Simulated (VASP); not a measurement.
Data:

```yaml
crystal:
  lattice:
    - [4.93232, -8.54303, 0.00000]
    - [4.93232, 8.54303, 0.00000]
    - [0.00000, 0.00000, 10.58478]
  atoms:
    - { symbol: Zn, position: [0.22395, 0.11134, 0.24850] }
    - { symbol: Zn, position: [0.10892, 0.21806, 0.99604] }
    - { symbol: Zn, position: [0.22578, 0.11035, 0.75346] }
    - { symbol: Zn, position: [0.08883, 0.17779, 0.51490] }
    - { symbol: Zn, position: [0.22308, 0.44498, 0.20765] }
    - { symbol: Zn, position: [0.10883, 0.55765, 0.99604] }
    - { symbol: Zn, position: [0.22895, 0.44785, 0.75019] }
    - { symbol: Zn, position: [0.08862, 0.57779, 0.51482] }
    - { symbol: Zn, position: [0.22394, 0.77939, 0.24847] }
    - { symbol: Zn, position: [0.10998, 0.88832, 0.00180] }
    - { symbol: Zn, position: [0.22567, 0.78198, 0.75346] }
    - { symbol: Zn, position: [0.11361, 0.89026, 0.49982] }
    - { symbol: Zn, position: [0.55468, 0.11074, 0.25152] }
    - { symbol: Zn, position: [0.44635, 0.22331, 0.00127] }
    - { symbol: Zn, position: [0.55553, 0.11109, 0.75073] }
    - { symbol: Zn, position: [0.44929, 0.22778, 0.50135] }
    - { symbol: Zn, position: [0.55532, 0.44445, 0.25505] }
    - { symbol: Zn, position: [0.45001, 0.55850, 0.99495] }
    - { symbol: Zn, position: [0.55530, 0.44607, 0.74858] }
    - { symbol: Zn, position: [0.55527, 0.77780, 0.25498] }
    - { symbol: Zn, position: [0.44631, 0.88979, 0.00123] }
    - { symbol: Zn, position: [0.55537, 0.77604, 0.74847] }
    - { symbol: Zn, position: [0.44921, 0.88817, 0.50141] }
    - { symbol: Zn, position: [0.88642, 0.10971, 0.24886] }
    - { symbol: Zn, position: [0.77614, 0.22137, 0.00167] }
    - { symbol: Zn, position: [0.88496, 0.10952, 0.75372] }
    - { symbol: Zn, position: [0.77530, 0.22105, 0.50180] }
    - { symbol: Zn, position: [0.88632, 0.44351, 0.24877] }
    - { symbol: Zn, position: [0.77701, 0.55650, 0.00155] }
    - { symbol: Zn, position: [0.88492, 0.44221, 0.75362] }
    - { symbol: Zn, position: [0.77168, 0.55449, 0.49886] }
    - { symbol: Zn, position: [0.88835, 0.77764, 0.25096] }
    - { symbol: Zn, position: [0.77706, 0.88735, 0.00157] }
    - { symbol: Zn, position: [0.88898, 0.77795, 0.74981] }
    - { symbol: Zn, position: [0.77189, 0.88415, 0.49887] }
    - { symbol: O, position: [0.22482, 0.11345, 0.43875] }
    - { symbol: O, position: [0.10976, 0.22053, 0.18976] }
    - { symbol: O, position: [0.22309, 0.11051, 0.94164] }
    - { symbol: O, position: [0.11134, 0.22257, 0.69378] }
    - { symbol: O, position: [0.10981, 0.55608, 0.18976] }
    - { symbol: O, position: [0.22183, 0.44435, 0.94349] }
    - { symbol: O, position: [0.11131, 0.55553, 0.69371] }
    - { symbol: O, position: [0.22481, 0.77828, 0.43871] }
    - { symbol: O, position: [0.11085, 0.88884, 0.19109] }
    - { symbol: O, position: [0.22315, 0.77933, 0.94160] }
    - { symbol: O, position: [0.11234, 0.88953, 0.68938] }
    - { symbol: O, position: [0.55463, 0.11065, 0.44063] }
    - { symbol: O, position: [0.44516, 0.22310, 0.19018] }
    - { symbol: O, position: [0.55554, 0.11113, 0.93991] }
    - { symbol: O, position: [0.44503, 0.22239, 0.69074] }
    - { symbol: O, position: [0.55387, 0.44480, 0.44089] }
    - { symbol: O, position: [0.44639, 0.55669, 0.18772] }
    - { symbol: O, position: [0.55667, 0.44391, 0.93885] }
    - { symbol: O, position: [0.44520, 0.55600, 0.69058] }
    - { symbol: O, position: [0.55405, 0.77590, 0.44086] }
    - { symbol: O, position: [0.44511, 0.88899, 0.19014] }
    - { symbol: O, position: [0.55678, 0.77972, 0.93879] }
    - { symbol: O, position: [0.44495, 0.88934, 0.69081] }
    - { symbol: O, position: [0.88884, 0.11234, 0.43897] }
    - { symbol: O, position: [0.77699, 0.22186, 0.19085] }
    - { symbol: O, position: [0.88734, 0.11030, 0.94172] }
    - { symbol: O, position: [0.77821, 0.22248, 0.69061] }
    - { symbol: O, position: [0.88860, 0.44333, 0.43899] }
    - { symbol: O, position: [0.77718, 0.55597, 0.19057] }
    - { symbol: O, position: [0.88728, 0.44369, 0.94171] }
    - { symbol: O, position: [0.77937, 0.55593, 0.68906] }
    - { symbol: O, position: [0.89126, 0.77901, 0.44076] }
    - { symbol: O, position: [0.77720, 0.88817, 0.19058] }
    - { symbol: O, position: [0.88930, 0.77804, 0.93960] }
    - { symbol: O, position: [0.77947, 0.89039, 0.68904] }
    - { symbol: Li, position: [0.48486, 0.57568, 0.51327] }
```
Cell charge +1.

All values below come from PBE GGA, VASP's PBE PAW potentials (set 64) (plane waves; VASP 6.6.1). Run with PREC = Normal, LREAL = Auto, ISYM = 0, NELECT = 630.0, 400 eV cut-off, 1×1×1 Γ-centred mesh, Gaussian smearing of 0.050 eV, potentials Zn O Li. Starting moments (MAGMOM): 71*0.0282. The cell's moment is fixed (NUPDOWN = 2).

At this cut-off the stress carries a Pulay error, which pulls relaxed volumes low. The cell is charged, with a uniform compensating background.  The supercell is sampled at Γ alone, which is coarse: total energies, pressure and levels can be off, energies of defects by several tenths of an eV.

Estimate the cell moment, energy per atom (σ→0), pressure.

```json
{
 "cell_moment": "2.00 μB",
 "energy per atom (σ→0)": "-4.430 eV/atom",
 "pressure": "-4.23 GPa"
}
```

Total energies compare only between runs with the same potentials, cut-off and functional.

The cell is a supercell with a defect, built from ZnO (wurtzite): Li_Zn-vac_O, charge +1.
